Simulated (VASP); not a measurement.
# WF6 in VASP: further runs

Aim: see how the results for WF6 move with the level of theory and the settings. Levels: RPBE+D3(BJ), optB86b-vdW. Tasks: single point.

Everything below comes from runs of VASP 6.6.1. Logs are shortened: lines on timing, memory, paths and dates and some standing lists are left out, and cuts for length are marked.

## Step 1: Starting point

The cell holds a molecule in a box, 7 atoms: a = 14.095 Å, b = 14.595 Å, c = 15.095 Å, α = 90.00°, β = 90.00°, γ = 90.00°.

## Step 2: Single point, RPBE+D3(BJ)

The input, INCAR:

```
SYSTEM = WF6
PREC     = Accurate       ! precision mode
ENCUT    = 400            ! plane-wave cutoff, eV
EDIFF    = 1E-6           ! SCF threshold, eV
ISMEAR   = 0              ! smearing method
SIGMA    = 0.01           ! smearing width, eV
LREAL    = .FALSE.        ! projectors in reciprocal space
LASPH    = .TRUE.         ! aspherical terms in the spheres
NELM     = 60             ! most SCF steps
ALGO     = Normal         ! electronic algorithm
ISIF     = 2              ! what is computed and relaxed
LWAVE    = .FALSE.        ! write WAVECAR
LCHARG   = .FALSE.        ! write CHGCAR
GGA      = RP             ! functional
IVDW     = 12             ! dispersion correction
NBANDS   = 37             ! bands
ISYM     = 0
```

The input, KPOINTS:

```
Automatic mesh
0
G
  1 1 1
  0 0 0
```

The input, POSCAR:

```
WF6                                     
1.0
   14.0953369171      0.0000000000      0.0000000000
    0.0000000000     14.5953369171      0.0000000000
    0.0000000000      0.0000000000     15.0953369171
  W               F             
     1     6
Selective dynamics
Direct
     0.5000000442000001    0.5034256826999979    0.4999998632000029   F   F   F
     0.5150560728488203    0.4013755555118381    0.4269575172545322   T   T   T
     0.4771187655093121    0.4265120637294305    0.5963458823635972   T   T   T
     0.5228798757921558    0.5803397946987505    0.4036545663843922   T   T   T
     0.4849451600595885    0.6054773335473166    0.5730408205105774   T   T   T
     0.3705328669153661    0.5051475482863921    0.4744817212931197   T   T   T
     0.6294674317065940    0.5017018223910849    0.5255191488215292   T   T   T
```

Potentials or basis: VASP PAW PBE potentials, release 64 (W_sv, F).

Run with:

```sh
cat potpaw_PBE.64/W_sv/POTCAR potpaw_PBE.64/F/POTCAR > POTCAR
mpirun -np 4 vasp_gam > vasp.out
```

OUTCAR:

```text
SYSTEM = WF6
   PREC = Accurate
   ENCUT = 400
   EDIFF = 1E-6
   ISMEAR = 0
   LREAL = .FALSE.
   LASPH = .TRUE.
   NELM = 60
   ISIF = 2
   GGA = RP
   IVDW = 12
   ISYM = 0
 IVDW          = 12

 ion  position               nearest neighbor table
   1  0.500  0.503  0.500-   6 1.87   7 1.87   2 1.87   5 1.87   4 1.87   3 1.87
   2  0.515  0.401  0.427-   1 1.87
   3  0.477  0.427  0.596-   1 1.87
   4  0.523  0.580  0.404-   1 1.87
   5  0.485  0.605  0.573-   1 1.87
   6  0.371  0.505  0.474-   1 1.87
   7  0.629  0.502  0.526-   1 1.87

IMPORTANT INFORMATION: All symmetrisations will be switched off!
NOSYMM: (Re-)initialisation of all symmetry stuff for point group C_1.

----------------------------------------------------------------------------------------

                                     Primitive cell

  volume of cell :    3105.5062

  direct lattice vectors                    reciprocal lattice vectors
    14.095336917  0.000000000  0.000000000     0.070945449  0.000000000  0.000000000
     0.000000000 14.595336917  0.000000000     0.000000000  0.068515034  0.000000000
     0.000000000  0.000000000 15.095336917     0.000000000  0.000000000  0.066245623

  length of vectors
    14.095336917 14.595336917 15.095336917     0.070945449  0.068515034  0.066245623

  position of ions in fractional coordinates (direct lattice)
     0.500000044  0.503425683  0.499999863
     0.515056073  0.401375556  0.426957517
     0.477118766  0.426512064  0.596345882
     0.522879876  0.580339795  0.403654566
     0.484945160  0.605477334  0.573040821
     0.370532867  0.505147548  0.474481721
     0.629467432  0.501701822  0.525519149

  ion indices of the primitive-cell ions
   primitive index   ion index
                 1           1
                 2           2
                 3           3
                 4           4
                 5           5
                 6           6
                 7           7

----------------------------------------------------------------------------------------

 KPOINTS: Automatic mesh

Automatic generation of k-mesh.
 Grid dimensions read from file:
 generate k-points for:    1    1    1

 Generating k-lattice:

  Cartesian coordinates                     Fractional coordinates (reciprocal lattice)
     0.070945449  0.000000000  0.000000000     1.000000000  0.000000000  0.000000000
     0.000000000  0.068515034  0.000000000     0.000000000  1.000000000  0.000000000
     0.000000000  0.000000000  0.066245623     0.000000000  0.000000000  1.000000000
[... 39 lines left out ...]
   ISIF   =      2    stress and relaxation
   ISYM   =      0    0-nonsym 1-usesym 2-fastsym
   POTIM  = 0.5000    time-step for ionic-motion
   TEBEG  =    0.0;   TEEND  =   0.0 temperature during run
   PSTRESS=    0.0 pullay stress
   NELECT =      56.0000    total number of electrons
   NUPDOWN=      -1.0000    fix difference up-down
   EMIN   =  10.00;   EMAX   =-10.00  energy-range for DOS
   EFERMI =   0.00;   METHOD = LEGACY
   ISMEAR =     0;   SIGMA  =   0.01  broadening in eV -4-tet -1-fermi 0-gaus
   EFERMI_NEDOS =   21; number of points for ismear=-14 and -15
   IALGO  =     38    algorithm
   IMIX   =      4    mixing-type and parameters
     AMIX     =   0.40;   BMIX     =  1.00
     AMIX_MAG =   1.60;   BMIX_MAG =  1.00
  volume/ion in A,a.u.               =     443.64      2993.86
  Fermi-wavevector in a.u.,A,eV,Ry     =   0.429299  0.811258  2.507523  0.184298
  Thomas-Fermi vector in A             =   1.397121
   LORBIT       =      0    0 simple, 1 ext, 2 COOP (PROOUT), +10 PAW based schemes
   GGA     = RP    functional components
   LHFCALC =     F    Hartree Fock is set to
   AEXX    =    0.0000 exact exchange contribution
   IVDW    =    12    specifies the selected vdW correction
   LEPSILON=     F    determine dielectric tensor
   LRPA    =     F    only Hartree local field effects (RPA)
 non-spin polarized calculation
 Gauss-broadening in eV      SIGMA  =   0.01
  energy-cutoff  :      400.00
  volume of cell :     3105.51
 maximum number of plane-waves:     28182
 NGX is ok and might be reduce to    90
   NGX = 45   NGY = 47   NGZ = 49

 number of electron      56.0000035 magnetization

 Free energy of the ion-electron system (eV)
  ---------------------------------------------------
  ext. energy  EPLUGINS =         0.00000000
  ---------------------------------------------------
  free energy    TOTEN  =       -41.06604810 eV

  energy without entropy =      -41.06604810  energy(sigma->0) =      -41.06604810

 E-fermi : -10.1421     XC(G=0):  -0.5642

 val. band max:      -10.3981974963   @ k =   0.0000   0.0000   0.0000
 cond. band min:      -5.2209583911   @ k =   0.0000   0.0000   0.0000
 fundamental gap:      5.1772391053
 Fermi energy:       -10.1420679726

 k-point     1 :       0.0000    0.0000    0.0000
  band No.  band energies     occupation
      1     -84.0696      2.00000
      2     -48.2612      2.00000
      3     -48.2611      2.00000
      4     -48.2610      2.00000
      5     -30.8611      2.00000
      6     -30.6725      2.00000
[... 32 lines left out ...]
     39       0.7112      0.00000
     40       0.7827      0.00000

------------------------ aborting loop because EDIFF is reached ----------------------------------------

 Edisp (eV)   -1.04486

 E8    (eV) :    -0.6082

  FORCE on cell =-STRESS in cart. coord.  units (eV):
  Direction    XX          YY          ZZ          XY          YZ          ZX
  --------------------------------------------------------------------------------------
  -------------------------------------------------------------------------------------
  Total      -6.19287    -6.09076    -6.02876    -0.00205     0.00248     0.00159
  in kB      -3.19500    -3.14232    -3.11033    -0.00106     0.00128     0.00082
  external pressure =       -3.15 kB  Pullay stress =        0.00 kB

 VOLUME and BASIS-vectors are now :
 -----------------------------------------------------------------------------
  energy-cutoff  :      400.00
  volume of cell :     3105.51
      direct lattice vectors                 reciprocal lattice vectors
    14.095336917  0.000000000  0.000000000     0.070945449  0.000000000  0.000000000
     0.000000000 14.595336917  0.000000000     0.000000000  0.068515034  0.000000000
     0.000000000  0.000000000 15.095336917     0.000000000  0.000000000  0.066245623

 POSITION                                       TOTAL-FORCE (eV/Angst)
 -----------------------------------------------------------------------------------
      7.04767      7.34767      7.54767         0.000039      0.000144      0.000046
      7.25989      5.85821      6.44507         0.026304     -0.191490     -0.139499
      6.72515      6.22509      9.00204        -0.042260     -0.143585      0.187151
      7.37017      8.47025      6.09330         0.042588      0.143468     -0.187231
      6.83547      8.83715      8.65024        -0.026617      0.191302      0.139956
      5.22279      7.37280      7.16246        -0.233222      0.003695     -0.049435
      8.87256      7.32251      7.93289         0.233167     -0.003534      0.049011
 -----------------------------------------------------------------------------------
    total drift:                                0.000260     -0.002566      0.001448

  FREE ENERGIE OF THE ION-ELECTRON SYSTEM (eV)
  ---------------------------------------------------
  free  energy   TOTEN  =       -42.1109070890 eV

  energy  without entropy=      -42.1109070890  energy(sigma->0) =      -42.11090709
```

OSZICAR:

```text
N       E                     dE             d eps       ncg     rms          rms(c)
DAV:   1     0.709826022595E+03    0.70983E+03   -0.16842E+04    96   0.719E+02
DAV:   2     0.286409508109E+03   -0.42342E+03   -0.39913E+03   144   0.157E+02
DAV:   3    -0.138645580322E+02   -0.30027E+03   -0.29880E+03   112   0.130E+02
[... 16 lines left out ...]
DAV:  20    -0.410660366072E+02   -0.84996E-05   -0.16285E-07    56   0.175E-03    0.284E-04
DAV:  21    -0.410660424705E+02   -0.58633E-05   -0.11558E-07    56   0.137E-03    0.202E-04
DAV:  22    -0.410660447471E+02   -0.22766E-05   -0.16054E-08    72   0.775E-04    0.145E-04
DAV:  23    -0.410660476258E+02   -0.28788E-05   -0.52984E-09    64   0.808E-04    0.160E-04
DAV:  24    -0.410660480968E+02   -0.47102E-06    0.78443E-09    56   0.353E-04
   1 F= -.42110907E+02 E0= -.42110907E+02  d E =0.000000E+00
```

stdout:

```text
POSCAR found type information on POSCAR W F
 POSCAR found :  2 types and       7 ions
 scaLAPACK will be used
 -----------------------------------------------------------------------------
|                                                                             |
|                                                                             |
[... 19 lines left out ...]
|     I found NBANDS = 37. Now, NBANDS = 40.                                  |
|                                                                             |
 -----------------------------------------------------------------------------

 POSCAR, INCAR and KPOINTS ok, starting setup
 FFT: planning ... GRIDC
 FFT: planning ... GRID_SOFT
 FFT: planning ... GRID
 WAVECAR not read
 entering main loop
```

Wall time 79 s (4 MPI ranks of AMD EPYC 7R13 (Zen 3), shared host); peak memory 0.52 GiB.

What came out:

* Free energy: -42.1109 eV
* Largest force: 0.240 eV/Å
* Gap between the frontier levels: 5.18 eV
* Dispersion energy per atom: -0.149 eV

Forces on the atoms (eV/Å):
```
W    0.000  0.000  0.000
F    0.026 -0.191 -0.139
F   -0.042 -0.144  0.187
F    0.043  0.143 -0.187
F   -0.027  0.191  0.140
F   -0.233  0.004 -0.049
F    0.233 -0.004  0.049
```

Caveat: the cutoff is under 1.25 times the usual one of these potentials, so pressure, stress and relaxed cells hold a basis-set (Pulay) error; the PAW data sets were made with another functional, which shifts forces and pressure a little; spin-orbit coupling is left out, which moves the levels of the heavy elements.

## Step 3: Single point, optB86b-vdW

INCAR: that of step 2 with these lines changed.

```diff
@@ -13,4 +13,7 @@
 LCHARG   = .FALSE.        ! write CHGCAR
-GGA      = RP             ! functional
-IVDW     = 12             ! dispersion correction
+GGA      = MK             ! functional
+LUSE_VDW = .TRUE.       
+AGGAC    = 0.0          
+PARAM1   = 0.1234       
+PARAM2   = 1.0          
 NBANDS   = 37             ! bands
```

KPOINTS is that of step 2.

POSCAR is that of step 2.

Potentials or basis: VASP PAW PBE potentials, release 64 (W_sv, F).

Run with:

```sh
cat potpaw_PBE.64/W_sv/POTCAR potpaw_PBE.64/F/POTCAR > POTCAR
mpirun -np 4 vasp_gam > vasp.out
```

OUTCAR:

```text
SYSTEM = WF6
   PREC = Accurate
   ENCUT = 400
   EDIFF = 1E-6
   ISMEAR = 0
   LREAL = .FALSE.
   LASPH = .TRUE.
   NELM = 60
   ISIF = 2
   GGA = MK
   ISYM = 0

 ion  position               nearest neighbor table
   1  0.500  0.503  0.500-   6 1.87   7 1.87   2 1.87   5 1.87   4 1.87   3 1.87
   2  0.515  0.401  0.427-   1 1.87
   3  0.477  0.427  0.596-   1 1.87
   4  0.523  0.580  0.404-   1 1.87
   5  0.485  0.605  0.573-   1 1.87
   6  0.371  0.505  0.474-   1 1.87
   7  0.629  0.502  0.526-   1 1.87

IMPORTANT INFORMATION: All symmetrisations will be switched off!
NOSYMM: (Re-)initialisation of all symmetry stuff for point group C_1.

----------------------------------------------------------------------------------------

                                     Primitive cell

  volume of cell :    3105.5062

  direct lattice vectors                    reciprocal lattice vectors
    14.095336917  0.000000000  0.000000000     0.070945449  0.000000000  0.000000000
     0.000000000 14.595336917  0.000000000     0.000000000  0.068515034  0.000000000
     0.000000000  0.000000000 15.095336917     0.000000000  0.000000000  0.066245623

  length of vectors
    14.095336917 14.595336917 15.095336917     0.070945449  0.068515034  0.066245623

  position of ions in fractional coordinates (direct lattice)
     0.500000044  0.503425683  0.499999863
     0.515056073  0.401375556  0.426957517
     0.477118766  0.426512064  0.596345882
     0.522879876  0.580339795  0.403654566
     0.484945160  0.605477334  0.573040821
     0.370532867  0.505147548  0.474481721
     0.629467432  0.501701822  0.525519149

  ion indices of the primitive-cell ions
   primitive index   ion index
                 1           1
                 2           2
                 3           3
                 4           4
                 5           5
                 6           6
                 7           7

----------------------------------------------------------------------------------------
[... 73 lines left out ...]
   AEXX    =    0.0000 exact exchange contribution
   IVDW_NL    =     1    kernel type
   BPARAM     = 6.3000
   IVDW    =     0    specifies the selected vdW correction
   LEPSILON=     F    determine dielectric tensor
   LRPA    =     F    only Hartree local field effects (RPA)
 non-spin polarized calculation
 Gauss-broadening in eV      SIGMA  =   0.01
  energy-cutoff  :      400.00
  volume of cell :     3105.51
 maximum number of plane-waves:     28182
 NGX is ok and might be reduce to    90
   NGX = 45   NGY = 47   NGZ = 49

 number of electron      56.0000035 magnetization

 Free energy of the ion-electron system (eV)
  ---------------------------------------------------
  ext. energy  EPLUGINS =         0.00000000
  ---------------------------------------------------
  free energy    TOTEN  =       -27.31413715 eV

  energy without entropy =      -27.31413715  energy(sigma->0) =      -27.31413715

 E-fermi : -10.3902     XC(G=0):  -0.9804

 val. band max:      -10.6091256083   @ k =   0.0000   0.0000   0.0000
 cond. band min:      -5.4698683792   @ k =   0.0000   0.0000   0.0000
 fundamental gap:      5.1392572291
 Fermi energy:       -10.3901895282

 k-point     1 :       0.0000    0.0000    0.0000
  band No.  band energies     occupation
      1     -84.2765      2.00000
      2     -48.4603      2.00000
      3     -48.4602      2.00000
      4     -48.4601      2.00000
      5     -30.8470      2.00000
      6     -30.6479      2.00000
[... 32 lines left out ...]
     39       0.0586      0.00000
     40       0.1730      0.00000

------------------------ aborting loop because EDIFF is reached ----------------------------------------

  FORCE on cell =-STRESS in cart. coord.  units (eV):
  Direction    XX          YY          ZZ          XY          YZ          ZX
  --------------------------------------------------------------------------------------
  -------------------------------------------------------------------------------------
  Total       -8.1172450     -8.0103381     -7.9454039     -0.0019999      0.0026308      0.0009000
  in kB       -4.1878087     -4.1326539     -4.0991533     -0.0010318      0.0013573      0.0004643
  external PRESSURE =      -4.1398720 kB  Pullay stress =       0.0000000 kB

 VOLUME and BASIS-vectors are now :
 -----------------------------------------------------------------------------
  energy-cutoff  :      400.00
  volume of cell :     3105.51
      direct lattice vectors                 reciprocal lattice vectors
    14.095336917  0.000000000  0.000000000     0.070945449  0.000000000  0.000000000
     0.000000000 14.595336917  0.000000000     0.000000000  0.068515034  0.000000000
     0.000000000  0.000000000 15.095336917     0.000000000  0.000000000  0.066245623

 POSITION                                       TOTAL-FORCE (eV/Angst)
 -----------------------------------------------------------------------------------
      7.04767      7.34767      7.54767         0.000020      0.000841     -0.000037
      7.25989      5.85821      6.44507        -0.014796      0.105513      0.081270
      6.72515      6.22509      9.00204         0.024064      0.081077     -0.102091
      7.37017      8.47025      6.09330        -0.023466     -0.080008      0.102029
      6.83547      8.83715      8.65024         0.014488     -0.105662     -0.080613
      5.22279      7.37280      7.16246         0.129703     -0.000609      0.027400
      8.87256      7.32251      7.93289        -0.130012     -0.001151     -0.027958
 -----------------------------------------------------------------------------------
    total drift:                                0.000392     -0.006349      0.002016

  FREE ENERGIE OF THE ION-ELECTRON SYSTEM (eV)
  ---------------------------------------------------
  free  energy   TOTEN  =       -27.3141371528 eV

  energy  without entropy=      -27.3141371528  energy(sigma->0) =      -27.31413715

Total vdW correction in eV:     13.6625806
```

OSZICAR:

```text
N       E                     dE             d eps       ncg     rms          rms(c)
DAV:   1     0.719070894728E+03    0.71907E+03   -0.16822E+04    96   0.719E+02
DAV:   2     0.297744948394E+03   -0.42133E+03   -0.39624E+03   144   0.157E+02
DAV:   3     0.939010406949E+00   -0.29681E+03   -0.29536E+03   120   0.129E+02
[... 16 lines left out ...]
DAV:  20    -0.273141139211E+02   -0.24134E-04   -0.49746E-07    56   0.486E-03    0.372E-04
DAV:  21    -0.273141204773E+02   -0.65562E-05   -0.16110E-07    56   0.265E-03    0.196E-04
DAV:  22    -0.273141341311E+02   -0.13654E-04   -0.18023E-07    56   0.357E-03    0.136E-04
DAV:  23    -0.273141372212E+02   -0.30902E-05   -0.53362E-08    64   0.176E-03    0.206E-04
DAV:  24    -0.273141371528E+02    0.68446E-07   -0.17803E-08    56   0.702E-04
   1 F= -.27314137E+02 E0= -.27314137E+02  d E =0.000000E+00
```

stdout:

```text
POSCAR found type information on POSCAR W F
 POSCAR found :  2 types and       7 ions
 scaLAPACK will be used
 -----------------------------------------------------------------------------
|                                                                             |
|                                                                             |
[... 33 lines left out ...]
|     I found NBANDS = 37. Now, NBANDS = 40.                                  |
|                                                                             |
 -----------------------------------------------------------------------------

 POSCAR, INCAR and KPOINTS ok, starting setup
 FFT: planning ... GRIDC
 FFT: planning ... GRID_SOFT
 FFT: planning ... GRID
 WAVECAR not read
 entering main loop
```

Run time: 8.3 min. Hardware: 4 MPI ranks of AMD EPYC 7R13 (Zen 3), shared host; peak memory 1.5 GiB.

Results:

| Item | Value |
| --- | --- |
| Free energy | -27.3141 eV |
| Largest force | 0.134 eV/Å |
| Gap between the frontier levels | 5.14 eV |

Forces on the atoms (eV/Å):
```
W    0.000  0.001  0.000
F   -0.015  0.106  0.081
F    0.024  0.081 -0.102
F   -0.023 -0.080  0.102
F    0.014 -0.106 -0.081
F    0.130 -0.001  0.027
F   -0.130 -0.001 -0.028
```

Levels at points of the mesh, in eV from the valence-band top:
| k point | band 25 | band 26 | band 27 | band 28 | band 29 | band 30 | band 31 | band 32 |
| --- | --- | --- | --- | --- | --- | --- | --- | --- |
| (0.00, 0.00, 0.00) | -0.56 | 0.00 | 0.00 | 0.00 | 5.14 | 5.14 | 5.14 | 9.66 |

Caveat: the cutoff is under 1.25 times the usual one of these potentials, so pressure, stress and relaxed cells hold a basis-set (Pulay) error; the PAW data sets were made with another functional, which shifts forces and pressure a little; spin-orbit coupling is left out, which moves the levels of the heavy elements.
